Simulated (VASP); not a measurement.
Input:

```xyz
4
Lattice="3.1533 0.0000 0.0000 -1.5766 2.7308 0.0000 0.0000 0.0000 5.1411" Properties=species:S:1:pos:R:3 pbc="T T T"
Ga     0.0000     1.8205     5.1375
Ga     1.5766     0.9103     2.5670
N      0.0000     1.8205     1.9315
N      1.5766     0.9103     4.5020
```

Calculation: PBEsol GGA, VASP's PBE PAW potentials (set 64) (plane waves; VASP). Numerical set-up: 620 eV cut-off, 8×8×5 Γ-centred mesh, Gaussian smearing of 0.050 eV, potentials Ga_d N.

Problem. What does the run give for the energy per atom (σ→0), pressure?

Solution. 
The energy per atom (σ→0) is -6.564 eV/atom and the pressure is 5.00 GPa.

Total energies compare only between runs with the same potentials, cut-off and functional.

The structure was generated: GaN was put into the wurtzite type (P6_3mc), which need not be its known phase. It was relaxed first under an external pressure of 5 GPa.
